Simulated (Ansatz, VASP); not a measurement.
**NaBe2Se2 and the dispersion correction, program beside program**

The cell as given:

```cif
data_structure
_symmetry_space_group_name_H-M 'P-6m2'
_symmetry_Int_Tables_number 187
_cell_length_a 3.6723
_cell_length_b 3.6723
_cell_length_c 8.0112
_cell_angle_alpha 90.000
_cell_angle_beta 90.000
_cell_angle_gamma 120.000
_cell_volume 93.56
loop_
_atom_site_label
_atom_site_type_symbol
_atom_site_symmetry_multiplicity
_atom_site_Wyckoff_symbol
_atom_site_fract_x
_atom_site_fract_y
_atom_site_fract_z
_atom_site_occupancy
Na1 Na 1 b 0.00000 0.00000 0.50000 1
Be1 Be 2 h 0.33333 0.66667 0.14639 1
Se1 Se 2 i 0.66667 0.33333 0.22852 1
```

The cell comes from a database or a generator and needn't be the stable form of this composition.

Kept alike: task relaxation of cell and atoms; functional PBEsol; k mesh 6 × 6 × 3; occupations fermi-dirac, width 0.05 eV; no spin polarisation. The mesh is that of the run's cell of 5 atoms. No spin-orbit coupling.

- A: Ansatz, Ansatz PAW, made for PBE, cutoff 420 eV
- B: VASP, PBE PAW files Be, Na_pv, Se, 600 eV, made for PBE

```csv
dispersion correction,A: volume (Å³/atom),B: volume (Å³/atom)
none,18.151,18.217
D3(BJ),17.361,17.416
D4,17.807,17.870
```

Values on potentials made for another functional: all of A; all of B. Values hold for each row's relaxed cell, which stops near the pressure aimed at (zero). Ansatz's stress holds its Pulay term. Programs can differ in the three-body term of D3, and some take D4 from an outside library. For a metal such a mesh leaves the last digits unconverged.

**Question.** How large is the effect of the dispersion correction, and do the programs agree on it?

**Answer.** From none to D3(BJ) the volume moves by -0.790 in A, -0.801 in B (Å³/atom). Row by row the programs differ by 0.055 to 0.066, and over this span the shifts, as printed, agree within about 1 %. Shifts from none: D3(BJ) -0.790, -0.801; D4 -0.344, -0.347; the programs' shifts differ by up to 0.011.
